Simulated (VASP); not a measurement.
VASP ran on this input.

KPOINTS:
```
Automatic mesh
0
Gamma
11 11 11
0 0 0
```

**INCAR**
```
! general
SYSTEM = Si
PREC   = Accurate
ENCUT  = 400
LREAL  = .FALSE.
LASPH  = .TRUE.

! electronic loop
EDIFF  = 1E-6
NELM   = 100
ALGO   = Normal

! smearing
ISMEAR = 1
SIGMA  = 0.1

! functional
GGA    = PE
IVDW   = 12

! ions
IBRION = 2
NSW    = 60
ISIF   = 3
EDIFFG = -0.01

! output
LWAVE  = .FALSE.
LCHARG = .FALSE.
```

**POSCAR**
```
Si
1
    0.0000000000     2.7154700000     2.7154700000
    2.7154700000     0.0000000000     2.7154700000
    2.7154700000     2.7154700000     0.0000000000
Si
2
Direct
  0.0000000000   0.0000000000   0.0000000000
  0.2500000000   0.2500000000   0.2500000000
```

POTCAR, in this order: Si (PBE.64 set). Program: vasp_std.

Q: Write an equivalent input for Quantum ESPRESSO's pw.x.

A: One equivalent input (not run):
```
&CONTROL
  calculation = 'vc-relax'
  pseudo_dir = './pseudo'
  outdir = './out'
  tprnfor = .true.
  tstress = .true.
  nstep = 60
  forc_conv_thr = 0.00039
/
&SYSTEM
  ibrav = 0
  nat = 2
  ntyp = 1
  ecutwfc = 36
  occupations = 'smearing'
  smearing = 'methfessel-paxton'
  degauss = 0.00735
  input_dft = 'pbe'
  vdw_corr = 'grimme-d3'
  dftd3_version = 4
  dftd3_threebody = .false.
/
&ELECTRONS
  conv_thr = 7.3e-08
  electron_maxstep = 100
/
&IONS
/
&CELL
/
ATOMIC_SPECIES
  Si 28.085 Si.upf
CELL_PARAMETERS angstrom
     0.0000000    2.7154700    2.7154700
     2.7154700    0.0000000    2.7154700
     2.7154700    2.7154700    0.0000000
ATOMIC_POSITIONS crystal
  Si   0.0000000  0.0000000  0.0000000
  Si   0.2500000  0.2500000  0.2500000
K_POINTS automatic
  11 11 11 0 0 0
```
Limits of the translation: the potentials are each code's own (VASP's PAW set, PseudoDojo norm-conserving files in pw.x), so ENCUT and ecutwfc are chosen apart and not converted; conv_thr bounds pw.x's estimated SCF error, while EDIFF bounds the energy change between steps; forc_conv_thr acts on force components and is met together with etot_conv_thr.

The structure comes from a measured Si entry (Fd-3m) of the Crystallography Open Database, whose conditions weren't checked. This run relaxes it. Symmetry was kept, so distortions that lower it aren't found.
